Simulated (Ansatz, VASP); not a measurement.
# Cross-check of Ge (Germanium) between VASP and Ansatz

Aim: how closely do two programs agree when they are given the same cell, functional and k mesh? The cell is taken from a series of runs on this material, whose earlier steps may have relaxed, scaled, displaced or heated it; both programs get it as it stands.

Method: plane waves, with VASP 6.6.1 beside it; zone-centre phonons at LDA, in Ansatz 0.2.0.

### 1. Starting point

It takes space group R-3m (No. 166, trigonal). The conventional cell has a = 3.856 Å, b = 3.856 Å, c = 9.853 Å, α = 90.00°, β = 90.00°, γ = 120.00°. Nearest to Ge lie 4 Ge at 2.39 to 2.43 Å.

Structure file:

```xyz
2
Lattice="0.0785 2.8050 2.8050 2.8050 0.0785 2.8050 2.8050 2.8050 0.0785" Properties=species:S:1:pos:R:3 pbc="T T T"
Ge    2.8552    2.8552    2.8552
Ge    4.2554    4.2554    4.2554
```

### 2. VASP: zone-centre phonons, LDA

Second derivatives magnify differences that forces hide, and they need a tight electronic threshold.

Lines of VASP's logs that name or quote its potential files are left out, and so is its time.

The input, INCAR:

```
SYSTEM = Ge
PREC = Accurate
ENCUT = 500
EDIFF = 1E-08
NELM = 120
ISMEAR = 0
SIGMA = 0.015
LREAL = .FALSE.
ALGO = Normal
GGA = PW92
NBANDS = 20
LORBIT = 11
LWAVE = .FALSE.
LCHARG = .FALSE.
ISIF = 2
ISYM = 2
IBRION = 8
LASPH = .TRUE.
GGA_COMPAT = .FALSE.
EFERMI = MIDGAP
KPAR = 2
```

The input, POSCAR:

```
Ge
1.0
    0.0785425315      2.8049629237      2.8049629237
    2.8049629237      0.0785425315      2.8049629237
    2.8049629237      2.8049629237      0.0785425315
Ge
2
Direct
    0.5019262636      0.5019262636      0.5019262636
    0.7480737364      0.7480737364      0.7480737364
```

The input, KPOINTS:

```
Points of the shifted mesh
1728
Reciprocal
 0.0416666667  0.0416666667  0.0416666667 1
 0.0416666667  0.0416666667  0.1250000000 1
 0.0416666667  0.0416666667  0.2083333333 1
 0.0416666667  0.0416666667  0.2916666667 1
 0.0416666667  0.0416666667  0.3750000000 1
 0.0416666667  0.0416666667  0.4583333333 1
 0.0416666667  0.0416666667  0.5416666667 1
 0.0416666667  0.0416666667  0.6250000000 1
 0.0416666667  0.0416666667  0.7083333333 1
 0.0416666667  0.0416666667  0.7916666667 1
 0.0416666667  0.0416666667  0.8750000000 1
 0.0416666667  0.0416666667  0.9583333333 1
 0.0416666667  0.1250000000  0.0416666667 1
 0.0416666667  0.1250000000  0.1250000000 1
 0.0416666667  0.1250000000  0.2083333333 1
 0.0416666667  0.1250000000  0.2916666667 1
 0.0416666667  0.1250000000  0.3750000000 1
 0.0416666667  0.1250000000  0.4583333333 1
 0.0416666667  0.1250000000  0.5416666667 1
 0.0416666667  0.1250000000  0.6250000000 1
 0.0416666667  0.1250000000  0.7083333333 1
 0.0416666667  0.1250000000  0.7916666667 1
 0.0416666667  0.1250000000  0.8750000000 1
 0.0416666667  0.1250000000  0.9583333333 1
 0.0416666667  0.2083333333  0.0416666667 1
 0.0416666667  0.2083333333  0.1250000000 1
 0.0416666667  0.2083333333  0.2083333333 1
 0.0416666667  0.2083333333  0.2916666667 1
 0.0416666667  0.2083333333  0.3750000000 1
 0.0416666667  0.2083333333  0.4583333333 1
 0.0416666667  0.2083333333  0.5416666667 1
 0.0416666667  0.2083333333  0.6250000000 1
 0.0416666667  0.2083333333  0.7083333333 1
 0.0416666667  0.2083333333  0.7916666667 1
 0.0416666667  0.2083333333  0.8750000000 1
 0.0416666667  0.2083333333  0.9583333333 1
 0.0416666667  0.2916666667  0.0416666667 1
 0.0416666667  0.2916666667  0.1250000000 1
 0.0416666667  0.2916666667  0.2083333333 1
 0.0416666667  0.2916666667  0.2916666667 1
 0.0416666667  0.2916666667  0.3750000000 1
 0.0416666667  0.2916666667  0.4583333333 1
 0.0416666667  0.2916666667  0.5416666667 1
 0.0416666667  0.2916666667  0.6250000000 1
 0.0416666667  0.2916666667  0.7083333333 1
 0.0416666667  0.2916666667  0.7916666667 1
 0.0416666667  0.2916666667  0.8750000000 1
 0.0416666667  0.2916666667  0.9583333333 1
 0.0416666667  0.3750000000  0.0416666667 1
 0.0416666667  0.3750000000  0.1250000000 1
 0.0416666667  0.3750000000  0.2083333333 1
 0.0416666667  0.3750000000  0.2916666667 1
 0.0416666667  0.3750000000  0.3750000000 1
 0.0416666667  0.3750000000  0.4583333333 1
 0.0416666667  0.3750000000  0.5416666667 1
 0.0416666667  0.3750000000  0.6250000000 1
 0.0416666667  0.3750000000  0.7083333333 1
 0.0416666667  0.3750000000  0.7916666667 1
 0.0416666667  0.3750000000  0.8750000000 1
 0.0416666667  0.3750000000  0.9583333333 1
 0.0416666667  0.4583333333  0.0416666667 1
 0.0416666667  0.4583333333  0.1250000000 1
 0.0416666667  0.4583333333  0.2083333333 1
 0.0416666667  0.4583333333  0.2916666667 1
 0.0416666667  0.4583333333  0.3750000000 1
 0.0416666667  0.4583333333  0.4583333333 1
 0.0416666667  0.4583333333  0.5416666667 1
 0.0416666667  0.4583333333  0.6250000000 1
 0.0416666667  0.4583333333  0.7083333333 1
 0.0416666667  0.4583333333  0.7916666667 1
 0.0416666667  0.4583333333  0.8750000000 1
 0.0416666667  0.4583333333  0.9583333333 1
 0.0416666667  0.5416666667  0.0416666667 1
 0.0416666667  0.5416666667  0.1250000000 1
 0.0416666667  0.5416666667  0.2083333333 1
 0.0416666667  0.5416666667  0.2916666667 1
 0.0416666667  0.5416666667  0.3750000000 1
 0.0416666667  0.5416666667  0.4583333333 1
 0.0416666667  0.5416666667  0.5416666667 1
 0.0416666667  0.5416666667  0.6250000000 1
 0.0416666667  0.5416666667  0.7083333333 1
 0.0416666667  0.5416666667  0.7916666667 1
 0.0416666667  0.5416666667  0.8750000000 1
 0.0416666667  0.5416666667  0.9583333333 1
 0.0416666667  0.6250000000  0.0416666667 1
 0.0416666667  0.6250000000  0.1250000000 1
 0.0416666667  0.6250000000  0.2083333333 1
 0.0416666667  0.6250000000  0.2916666667 1
 0.0416666667  0.6250000000  0.3750000000 1
 0.0416666667  0.6250000000  0.4583333333 1
 0.0416666667  0.6250000000  0.5416666667 1
 0.0416666667  0.6250000000  0.6250000000 1
 0.0416666667  0.6250000000  0.7083333333 1
 0.0416666667  0.6250000000  0.7916666667 1
 0.0416666667  0.6250000000  0.8750000000 1
 0.0416666667  0.6250000000  0.9583333333 1
 0.0416666667  0.7083333333  0.0416666667 1
 0.0416666667  0.7083333333  0.1250000000 1
 0.0416666667  0.7083333333  0.2083333333 1
 0.0416666667  0.7083333333  0.2916666667 1
 0.0416666667  0.7083333333  0.3750000000 1
 0.0416666667  0.7083333333  0.4583333333 1
 0.0416666667  0.7083333333  0.5416666667 1
 0.0416666667  0.7083333333  0.6250000000 1
 0.0416666667  0.7083333333  0.7083333333 1
 0.0416666667  0.7083333333  0.7916666667 1
 0.0416666667  0.7083333333  0.8750000000 1
 0.0416666667  0.7083333333  0.9583333333 1
 0.0416666667  0.7916666667  0.0416666667 1
 0.0416666667  0.7916666667  0.1250000000 1
 0.0416666667  0.7916666667  0.2083333333 1
 0.0416666667  0.7916666667  0.2916666667 1
[... 1390 lines left out ...]
 0.8750000000  0.4583333333  0.1250000000 1
 0.8750000000  0.4583333333  0.2083333333 1
 0.8750000000  0.4583333333  0.2916666667 1
 0.8750000000  0.4583333333  0.3750000000 1
 0.8750000000  0.4583333333  0.4583333333 1
 0.8750000000  0.4583333333  0.5416666667 1
 0.8750000000  0.4583333333  0.6250000000 1
 0.8750000000  0.4583333333  0.7083333333 1
 0.8750000000  0.4583333333  0.7916666667 1
 0.8750000000  0.4583333333  0.8750000000 1
 0.8750000000  0.4583333333  0.9583333333 1
 0.8750000000  0.5416666667  0.0416666667 1
 0.8750000000  0.5416666667  0.1250000000 1
 0.8750000000  0.5416666667  0.2083333333 1
 0.8750000000  0.5416666667  0.2916666667 1
 0.8750000000  0.5416666667  0.3750000000 1
 0.8750000000  0.5416666667  0.4583333333 1
 0.8750000000  0.5416666667  0.5416666667 1
 0.8750000000  0.5416666667  0.6250000000 1
 0.8750000000  0.5416666667  0.7083333333 1
 0.8750000000  0.5416666667  0.7916666667 1
 0.8750000000  0.5416666667  0.8750000000 1
 0.8750000000  0.5416666667  0.9583333333 1
 0.8750000000  0.6250000000  0.0416666667 1
 0.8750000000  0.6250000000  0.1250000000 1
 0.8750000000  0.6250000000  0.2083333333 1
 0.8750000000  0.6250000000  0.2916666667 1
 0.8750000000  0.6250000000  0.3750000000 1
 0.8750000000  0.6250000000  0.4583333333 1
 0.8750000000  0.6250000000  0.5416666667 1
 0.8750000000  0.6250000000  0.6250000000 1
 0.8750000000  0.6250000000  0.7083333333 1
 0.8750000000  0.6250000000  0.7916666667 1
 0.8750000000  0.6250000000  0.8750000000 1
 0.8750000000  0.6250000000  0.9583333333 1
 0.8750000000  0.7083333333  0.0416666667 1
 0.8750000000  0.7083333333  0.1250000000 1
 0.8750000000  0.7083333333  0.2083333333 1
 0.8750000000  0.7083333333  0.2916666667 1
 0.8750000000  0.7083333333  0.3750000000 1
 0.8750000000  0.7083333333  0.4583333333 1
 0.8750000000  0.7083333333  0.5416666667 1
 0.8750000000  0.7083333333  0.6250000000 1
 0.8750000000  0.7083333333  0.7083333333 1
 0.8750000000  0.7083333333  0.7916666667 1
 0.8750000000  0.7083333333  0.8750000000 1
 0.8750000000  0.7083333333  0.9583333333 1
 0.8750000000  0.7916666667  0.0416666667 1
 0.8750000000  0.7916666667  0.1250000000 1
 0.8750000000  0.7916666667  0.2083333333 1
 0.8750000000  0.7916666667  0.2916666667 1
 0.8750000000  0.7916666667  0.3750000000 1
 0.8750000000  0.7916666667  0.4583333333 1
 0.8750000000  0.7916666667  0.5416666667 1
 0.8750000000  0.7916666667  0.6250000000 1
 0.8750000000  0.7916666667  0.7083333333 1
 0.8750000000  0.7916666667  0.7916666667 1
 0.8750000000  0.7916666667  0.8750000000 1
 0.8750000000  0.7916666667  0.9583333333 1
 0.8750000000  0.8750000000  0.0416666667 1
 0.8750000000  0.8750000000  0.1250000000 1
 0.8750000000  0.8750000000  0.2083333333 1
 0.8750000000  0.8750000000  0.2916666667 1
 0.8750000000  0.8750000000  0.3750000000 1
 0.8750000000  0.8750000000  0.4583333333 1
 0.8750000000  0.8750000000  0.5416666667 1
 0.8750000000  0.8750000000  0.6250000000 1
 0.8750000000  0.8750000000  0.7083333333 1
 0.8750000000  0.8750000000  0.7916666667 1
 0.8750000000  0.8750000000  0.8750000000 1
 0.8750000000  0.8750000000  0.9583333333 1
 0.8750000000  0.9583333333  0.0416666667 1
 0.8750000000  0.9583333333  0.1250000000 1
 0.8750000000  0.9583333333  0.2083333333 1
 0.8750000000  0.9583333333  0.2916666667 1
 0.8750000000  0.9583333333  0.3750000000 1
 0.8750000000  0.9583333333  0.4583333333 1
 0.8750000000  0.9583333333  0.5416666667 1
 0.8750000000  0.9583333333  0.6250000000 1
 0.8750000000  0.9583333333  0.7083333333 1
 0.8750000000  0.9583333333  0.7916666667 1
 0.8750000000  0.9583333333  0.8750000000 1
 0.8750000000  0.9583333333  0.9583333333 1
 0.9583333333  0.0416666667  0.0416666667 1
 0.9583333333  0.0416666667  0.1250000000 1
 0.9583333333  0.0416666667  0.2083333333 1
 0.9583333333  0.0416666667  0.2916666667 1
 0.9583333333  0.0416666667  0.3750000000 1
 0.9583333333  0.0416666667  0.4583333333 1
 0.9583333333  0.0416666667  0.5416666667 1
 0.9583333333  0.0416666667  0.6250000000 1
 0.9583333333  0.0416666667  0.7083333333 1
 0.9583333333  0.0416666667  0.7916666667 1
 0.9583333333  0.0416666667  0.8750000000 1
 0.9583333333  0.0416666667  0.9583333333 1
 0.9583333333  0.1250000000  0.0416666667 1
 0.9583333333  0.1250000000  0.1250000000 1
 0.9583333333  0.1250000000  0.2083333333 1
 0.9583333333  0.1250000000  0.2916666667 1
 0.9583333333  0.1250000000  0.3750000000 1
 0.9583333333  0.1250000000  0.4583333333 1
 0.9583333333  0.1250000000  0.5416666667 1
 0.9583333333  0.1250000000  0.6250000000 1
 0.9583333333  0.1250000000  0.7083333333 1
 0.9583333333  0.1250000000  0.7916666667 1
 0.9583333333  0.1250000000  0.8750000000 1
 0.9583333333  0.1250000000  0.9583333333 1
 0.9583333333  0.2083333333  0.0416666667 1
 0.9583333333  0.2083333333  0.1250000000 1
 0.9583333333  0.2083333333  0.2083333333 1
 0.9583333333  0.2083333333  0.2916666667 1
 0.9583333333  0.2083333333  0.3750000000 1
 0.9583333333  0.2083333333  0.4583333333 1
 0.9583333333  0.2083333333  0.5416666667 1
 0.9583333333  0.2083333333  0.6250000000 1
 0.9583333333  0.2083333333  0.7083333333 1
 0.9583333333  0.2083333333  0.7916666667 1
 0.9583333333  0.2083333333  0.8750000000 1
 0.9583333333  0.2083333333  0.9583333333 1
 0.9583333333  0.2916666667  0.0416666667 1
 0.9583333333  0.2916666667  0.1250000000 1
 0.9583333333  0.2916666667  0.2083333333 1
 0.9583333333  0.2916666667  0.2916666667 1
 0.9583333333  0.2916666667  0.3750000000 1
 0.9583333333  0.2916666667  0.4583333333 1
 0.9583333333  0.2916666667  0.5416666667 1
 0.9583333333  0.2916666667  0.6250000000 1
 0.9583333333  0.2916666667  0.7083333333 1
 0.9583333333  0.2916666667  0.7916666667 1
 0.9583333333  0.2916666667  0.8750000000 1
 0.9583333333  0.2916666667  0.9583333333 1
 0.9583333333  0.3750000000  0.0416666667 1
 0.9583333333  0.3750000000  0.1250000000 1
 0.9583333333  0.3750000000  0.2083333333 1
 0.9583333333  0.3750000000  0.2916666667 1
 0.9583333333  0.3750000000  0.3750000000 1
 0.9583333333  0.3750000000  0.4583333333 1
 0.9583333333  0.3750000000  0.5416666667 1
 0.9583333333  0.3750000000  0.6250000000 1
 0.9583333333  0.3750000000  0.7083333333 1
 0.9583333333  0.3750000000  0.7916666667 1
 0.9583333333  0.3750000000  0.8750000000 1
 0.9583333333  0.3750000000  0.9583333333 1
 0.9583333333  0.4583333333  0.0416666667 1
 0.9583333333  0.4583333333  0.1250000000 1
 0.9583333333  0.4583333333  0.2083333333 1
 0.9583333333  0.4583333333  0.2916666667 1
 0.9583333333  0.4583333333  0.3750000000 1
 0.9583333333  0.4583333333  0.4583333333 1
 0.9583333333  0.4583333333  0.5416666667 1
 0.9583333333  0.4583333333  0.6250000000 1
 0.9583333333  0.4583333333  0.7083333333 1
 0.9583333333  0.4583333333  0.7916666667 1
 0.9583333333  0.4583333333  0.8750000000 1
 0.9583333333  0.4583333333  0.9583333333 1
 0.9583333333  0.5416666667  0.0416666667 1
 0.9583333333  0.5416666667  0.1250000000 1
 0.9583333333  0.5416666667  0.2083333333 1
 0.9583333333  0.5416666667  0.2916666667 1
 0.9583333333  0.5416666667  0.3750000000 1
 0.9583333333  0.5416666667  0.4583333333 1
 0.9583333333  0.5416666667  0.5416666667 1
 0.9583333333  0.5416666667  0.6250000000 1
 0.9583333333  0.5416666667  0.7083333333 1
 0.9583333333  0.5416666667  0.7916666667 1
 0.9583333333  0.5416666667  0.8750000000 1
 0.9583333333  0.5416666667  0.9583333333 1
 0.9583333333  0.6250000000  0.0416666667 1
 0.9583333333  0.6250000000  0.1250000000 1
 0.9583333333  0.6250000000  0.2083333333 1
 0.9583333333  0.6250000000  0.2916666667 1
 0.9583333333  0.6250000000  0.3750000000 1
 0.9583333333  0.6250000000  0.4583333333 1
 0.9583333333  0.6250000000  0.5416666667 1
 0.9583333333  0.6250000000  0.6250000000 1
 0.9583333333  0.6250000000  0.7083333333 1
 0.9583333333  0.6250000000  0.7916666667 1
 0.9583333333  0.6250000000  0.8750000000 1
 0.9583333333  0.6250000000  0.9583333333 1
 0.9583333333  0.7083333333  0.0416666667 1
 0.9583333333  0.7083333333  0.1250000000 1
 0.9583333333  0.7083333333  0.2083333333 1
 0.9583333333  0.7083333333  0.2916666667 1
 0.9583333333  0.7083333333  0.3750000000 1
 0.9583333333  0.7083333333  0.4583333333 1
 0.9583333333  0.7083333333  0.5416666667 1
 0.9583333333  0.7083333333  0.6250000000 1
 0.9583333333  0.7083333333  0.7083333333 1
 0.9583333333  0.7083333333  0.7916666667 1
 0.9583333333  0.7083333333  0.8750000000 1
 0.9583333333  0.7083333333  0.9583333333 1
 0.9583333333  0.7916666667  0.0416666667 1
 0.9583333333  0.7916666667  0.1250000000 1
 0.9583333333  0.7916666667  0.2083333333 1
 0.9583333333  0.7916666667  0.2916666667 1
 0.9583333333  0.7916666667  0.3750000000 1
 0.9583333333  0.7916666667  0.4583333333 1
 0.9583333333  0.7916666667  0.5416666667 1
 0.9583333333  0.7916666667  0.6250000000 1
 0.9583333333  0.7916666667  0.7083333333 1
 0.9583333333  0.7916666667  0.7916666667 1
 0.9583333333  0.7916666667  0.8750000000 1
 0.9583333333  0.7916666667  0.9583333333 1
 0.9583333333  0.8750000000  0.0416666667 1
 0.9583333333  0.8750000000  0.1250000000 1
 0.9583333333  0.8750000000  0.2083333333 1
 0.9583333333  0.8750000000  0.2916666667 1
 0.9583333333  0.8750000000  0.3750000000 1
 0.9583333333  0.8750000000  0.4583333333 1
 0.9583333333  0.8750000000  0.5416666667 1
 0.9583333333  0.8750000000  0.6250000000 1
 0.9583333333  0.8750000000  0.7083333333 1
 0.9583333333  0.8750000000  0.7916666667 1
 0.9583333333  0.8750000000  0.8750000000 1
 0.9583333333  0.8750000000  0.9583333333 1
 0.9583333333  0.9583333333  0.0416666667 1
 0.9583333333  0.9583333333  0.1250000000 1
 0.9583333333  0.9583333333  0.2083333333 1
 0.9583333333  0.9583333333  0.2916666667 1
 0.9583333333  0.9583333333  0.3750000000 1
 0.9583333333  0.9583333333  0.4583333333 1
 0.9583333333  0.9583333333  0.5416666667 1
 0.9583333333  0.9583333333  0.6250000000 1
 0.9583333333  0.9583333333  0.7083333333 1
 0.9583333333  0.9583333333  0.7916666667 1
 0.9583333333  0.9583333333  0.8750000000 1
 0.9583333333  0.9583333333  0.9583333333 1
```

PAW data sets: Ge_d (LDA family, release 64).

On the command line:

```console
$ mpirun -np 2 vasp_std
```

Numbers of over 12 decimals in the logs are rounded to 6 here.

The log of the run:

```text
[banner, memory and clock lines left out]
running    2 mpi-ranks, on    1 nodes
 distrk:  each k-point on    1 cores,    2 groups
 distr:  one band on    1 cores,    1 groups

 POSCAR found type information on POSCAR Ge
 POSCAR found :  1 types and       2 ions
|                                                                             |
|               ----> ADVICE to this user running VASP <----                  |
|                                                                             |
|     You enforced a specific xc type in the INCAR file but a different       |
|     [... a line on the potential file left out ...]
|     I HOPE YOU KNOW WHAT YOU ARE DOING!                                     |
|                                                                             |

 LDA part: xc-table for (Slater(with rela. corr.)+PW92), standard interpolation
 POSCAR, INCAR and KPOINTS ok, starting setup
 FFT: planning ... GRIDC
 FFT: planning ... GRID_SOFT
 FFT: planning ... GRID
 WAVECAR not read
 entering main loop
       N       E                     dE             d eps       ncg     rms          rms(c)
DAV:   1     0.182403704813E+03    0.18240E+03   -0.14667E+04 74776   0.378E+03
DAV:   2     0.144622122524E+02   -0.16794E+03   -0.16330E+03 69288   0.584E+02
DAV:   3    -0.978137812793E+01   -0.24244E+02   -0.24070E+02 77636   0.143E+02
DAV:   4    -0.105337692259E+02   -0.75239E+00   -0.75184E+00 78000   0.295E+01
DAV:   5    -0.105456707915E+02   -0.11902E-01   -0.11901E-01 77244   0.401E+00    0.360E+00
DAV:   6    -0.104047475002E+02    0.14092E+00   -0.47504E-02 76612   0.165E+00    0.206E+00
DAV:   7    -0.103360770740E+02    0.68670E-01   -0.93297E-02 79800   0.220E+00    0.152E-01
DAV:   8    -0.103367978358E+02   -0.72076E-03   -0.68960E-03 77592   0.840E-01    0.504E-02
DAV:   9    -0.103368060426E+02   -0.82068E-05   -0.16277E-04 80632   0.143E-01    0.235E-02
DAV:  10    -0.103368050188E+02    0.10238E-05   -0.14855E-05 96268   0.451E-02    0.431E-03
DAV:  11    -0.103368048225E+02    0.19639E-06   -0.19703E-06 76900   0.125E-02    0.136E-03
DAV:  12    -0.103368047867E+02    0.35800E-07   -0.12659E-07 94340   0.405E-03    0.502E-04
DAV:  13    -0.103368047860E+02    0.62028E-09   -0.10174E-08 48396   0.146E-03
   1 F= -.10336805E+02 E0= -.10336805E+02  d E =-.143849E-37
 Linear response reoptimize wavefunctions to high precision
DAV:   1    -0.103368047862E+02   -0.15370E-09   -0.29752E-09 60272   0.624E-04
DAV:   2    -0.103368047862E+02   -0.34561E-10   -0.36578E-10 40236   0.226E-04
 Linear response DOF=           1
 Linear response progress:
  Degree of freedom:   1/  1
       N       E                     dE             d eps       ncg     rms          rms(c)
RMM:   1    -0.187773210094E+00   -0.18777E+00    0.88443E+00 83230   0.456E+01
RMM:   2    -0.195412793904E+00   -0.76396E-02   -0.14724E-02111587   0.119E+00    0.806E-02
RMM:   3    -0.195513626594E+00   -0.10083E-03   -0.10477E-03119847   0.332E-01    0.464E-02
RMM:   4    -0.195490198362E+00    0.23428E-04   -0.69358E-05126847   0.837E-02    0.500E-03
RMM:   5    -0.195497425804E+00   -0.72274E-05   -0.41029E-06121190   0.190E-02    0.257E-03
RMM:   6    -0.195507521866E+00   -0.10096E-04   -0.33059E-07124319   0.529E-03    0.405E-04
RMM:   7    -0.195507401549E+00    0.12032E-06   -0.72195E-08127142   0.156E-03    0.193E-04
RMM:   8    -0.195506951034E+00    0.45051E-06   -0.19939E-08127574   0.545E-04    0.386E-05
RMM:   9    -0.195506736189E+00    0.21485E-06   -0.52777E-09117282   0.250E-04    0.136E-05
RMM:  10    -0.195506784701E+00   -0.48513E-07   -0.55839E-09128851   0.119E-04    0.619E-06
RMM:  11    -0.195506800461E+00   -0.15760E-07   -0.13491E-08133305   0.636E-05    0.289E-06
RMM:  12    -0.195506824759E+00   -0.24297E-07   -0.39429E-09151422   0.421E-05    0.725E-07
RMM:  13    -0.195506826920E+00   -0.21618E-08   -0.11892E-09176062   0.321E-05    0.346E-07
 first order change of Fermi-energy   0.15416E+01
 force on displaced ion       1 direction 1 : -12.818   0.246   0.246
 Linear response finished
```

(Part 1 of 2 ends here.)

[Lines on the potential files, build, host, timing and source positions are cut from VASP's logs without a mark.]

[Logs are printed without paths, hosts, clocks, repeated set-up lines and the standing remarks that a program may print on its own settings, such as how far it seeks lower states.]

[Hosts, paths, dates, database ids (printed as entryN), source tags and the programs' standing remarks are cut or masked in the printed files.]
